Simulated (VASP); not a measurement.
```yaml
crystal:
  lattice:
    - [3.98417, 0.00000, 0.00000]
    - [0.00000, 3.98417, 0.00000]
    - [0.00000, 0.00000, 4.11724]
  atoms:
    - { symbol: Ba, position: [0.00000, 0.00000, 0.00442] }
    - { symbol: Ti, position: [0.50000, 0.50000, 0.52333] }
    - { symbol: O, position: [0.50000, 0.50000, 0.96881] }
    - { symbol: O, position: [0.00000, 0.50000, 0.48372] }
    - { symbol: O, position: [0.50000, 0.00000, 0.48372] }
```

Calculation: PBE GGA with D3 dispersion (Becke-Johnson damping), VASP's PBE PAW potentials (set 64) (plane waves; VASP). Run with 520 eV cut-off, Gaussian smearing of 0.050 eV, potentials Ba_sv Ti_sv O.

Unless said otherwise, spin-orbit coupling is left out, though it shifts the bands of the heavy elements here.

Question: Give the energies of bands 12 to 23 at the high-symmetry points, in eV from the valence-band maximum.

Answer: 
```csv
band,Γ,X,M,Z,R,A
12,-2.49,-4.06,-4.39,-4.04,-4.30,-4.50
13,-2.41,-2.88,-4.12,-2.83,-4.14,-3.85
14,-2.41,-2.87,-3.86,-2.83,-3.82,-3.81
15,-1.53,-2.52,-2.90,-2.08,-2.96,-2.63
16,-1.53,-1.98,-2.90,-2.08,-2.67,-2.56
17,-1.26,-1.93,-1.93,-2.03,-1.81,-2.56
18,-0.68,-1.72,-1.10,-2.00,-1.07,-0.31
19,-0.48,-1.34,-1.10,-0.73,-1.02,-0.31
20,-0.48,-1.14,-0.07,-0.73,-0.39,0.00
21,1.79,2.36,3.58,1.92,3.49,4.06
22,2.26,3.47,3.58,3.48,3.51,4.06
23,2.26,3.55,3.93,3.48,3.81,4.13
```

The gap is indirect, 1.79 eV, from the valence maximum at A to the conduction minimum at Γ.

The compound is BaTiO3 in the tetragonal perovskite structure. It was relaxed first.
